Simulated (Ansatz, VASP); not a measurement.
## One calculation of Li16SO7 (a cell with a defect), two programs

File POSCAR:

```
Li16SO7
1.0
    0.0000000000      4.6100000000      4.6100000000
    4.6100000000      0.0000000000      4.6100000000
    4.6100000000      4.6100000000      0.0000000000
Li S O
16 1 7
Direct
    0.1356771974      0.1356771974      0.1356771974
    0.1356771974      0.1356771974      0.5929684079
    0.1356771974      0.5929684079      0.1356771974
    0.1327988249      0.6224003917      0.6224003917
    0.5929684079      0.1356771974      0.1356771974
    0.6224003917      0.1327988249      0.6224003917
    0.6224003917      0.6224003917      0.1327988249
    0.6224003917      0.6224003917      0.6224003917
    0.3775996083      0.3775996083      0.3775996083
    0.3775996083      0.3775996083      0.8672011751
    0.3775996083      0.8672011751      0.3775996083
    0.4070315921      0.8643228026      0.8643228026
    0.8672011751      0.3775996083      0.3775996083
    0.8643228026      0.4070315921      0.8643228026
    0.8643228026      0.8643228026      0.4070315921
    0.8643228026      0.8643228026      0.8643228026
    0.0000000000      0.0000000000      0.0000000000
    0.0000000000      0.0000000000      0.5000000000
    0.0000000000      0.5000000000      0.0000000000
    0.0000000000      0.5000000000      0.5000000000
    0.5000000000      0.0000000000      0.0000000000
    0.5000000000      0.0000000000      0.5000000000
    0.5000000000      0.5000000000      0.0000000000
    0.5000000000      0.5000000000      0.5000000000
```

File INCAR.step1:

```
SYSTEM = Li16SO7
  ALGO = Normal
  EDIFF = 1E-4
  ENCUT = 520
  GGA = PE
  ISMEAR = -1
  LASPH = .TRUE.
  LCHARG = .FALSE.
  LREAL = Auto
  LWAVE = .TRUE.
  NBANDS = 66
  NELM = 80
  PREC = Accurate
  SIGMA = 0.01
```

Contents of INCAR.step2:

```
SYSTEM = Li16SO7
  ALGO = Normal
  EDIFF = 1E-8
  ENCUT = 520
  ISIF = 2
  ISMEAR = -1
  ISTART = 1
  LASPH = .TRUE.
  LCHARG = .FALSE.
  LEFG = .TRUE.
  LMIXTAU = .TRUE.
  LREAL = Auto
  LWAVE = .FALSE.
  METAGGA = R2SCAN
  NBANDS = 66
  NELM = 80
  PREC = Accurate
  SIGMA = 0.01
```

KPOINTS

```
k-points
0
G
  4 4 4
  0 0 0
```

Input for Ansatz:

```yaml
crystal:
  lattice:
    - [0.0, 4.61, 4.61]
    - [4.61, 0.0, 4.61]
    - [4.61, 4.61, 0.0]
  atoms:
    - { symbol: Li, position: [0.1356771974, 0.1356771974, 0.1356771974] }
    - { symbol: Li, position: [0.1356771974, 0.1356771974, 0.5929684079] }
    - { symbol: Li, position: [0.1356771974, 0.5929684079, 0.1356771974] }
    - { symbol: Li, position: [0.1327988249, 0.6224003917, 0.6224003917] }
    - { symbol: Li, position: [0.5929684079, 0.1356771974, 0.1356771974] }
    - { symbol: Li, position: [0.6224003917, 0.1327988249, 0.6224003917] }
    - { symbol: Li, position: [0.6224003917, 0.6224003917, 0.1327988249] }
    - { symbol: Li, position: [0.6224003917, 0.6224003917, 0.6224003917] }
    - { symbol: Li, position: [0.3775996083, 0.3775996083, 0.3775996083] }
    - { symbol: Li, position: [0.3775996083, 0.3775996083, 0.8672011751] }
    - { symbol: Li, position: [0.3775996083, 0.8672011751, 0.3775996083] }
    - { symbol: Li, position: [0.4070315921, 0.8643228026, 0.8643228026] }
    - { symbol: Li, position: [0.8672011751, 0.3775996083, 0.3775996083] }
    - { symbol: Li, position: [0.8643228026, 0.4070315921, 0.8643228026] }
    - { symbol: Li, position: [0.8643228026, 0.8643228026, 0.4070315921] }
    - { symbol: Li, position: [0.8643228026, 0.8643228026, 0.8643228026] }
    - { symbol: S, position: [0.0, 0.0, 0.0] }
    - { symbol: O, position: [0.0, 0.0, 0.5] }
    - { symbol: O, position: [0.0, 0.5, 0.0] }
    - { symbol: O, position: [0.0, 0.5, 0.5] }
    - { symbol: O, position: [0.5, 0.0, 0.0] }
    - { symbol: O, position: [0.5, 0.0, 0.5] }
    - { symbol: O, position: [0.5, 0.5, 0.0] }
    - { symbol: O, position: [0.5, 0.5, 0.5] }
kpoints:
  mp_grid: { grid: [4, 4, 4] }
scf:
  occupations: { method: fermi_dirac, width: 0.01 }
hamiltonian:
  xc: r2scan
  pseudopotentials: { kind: paw }
output:
  forces: true
  stress: true
  populations: true
  efg:
    quadrupole_moments_barn: { Li: -0.0401, S: -0.0694, O: -0.02558 }
    contact_densities: true
```

Alike in both runs: task electric field gradients; functional r2SCAN; k mesh 4 × 4 × 4; occupations fermi-dirac, width 0.01 eV; no spin polarisation.

|  | VASP | Ansatz |
| --- | --- | --- |
| version | VASP 6.6.1 | Ansatz 0.2.0 |
| potentials or method | VASP PAW PBE potentials, release 64 (Li_sv, S, O) | plane-wave PAW, scalar-relativistic |
| plane-wave cutoff (eV) | 520 | 500 |
| valence electrons in the cell | 96 | 96 |

Ansatz gave:

- gap on the k mesh at the Fermi level (eV): 4.53
- rms of the force components (eV/Å): 0.007
- Vzz of the field gradient on the site that differs most (V/Å²): -23.5

Problem. Which values does VASP return?

Solution. gap on the k mesh at the Fermi level (eV): 4.53; rms of the force components (eV/Å): 0.004; Vzz of the field gradient on the site that differs most (V/Å²): -23.9.

Atom by atom the forces differ by 0.004 eV/Å (rms over components). With one functional, cell and mesh, what is left measures potentials, basis and numerics.

Caveats: the PAW data sets were made with another functional, which shifts forces and pressure a little (VASP). r2SCAN opens gaps a little over a GGA but as a rule still falls short of measured ones.
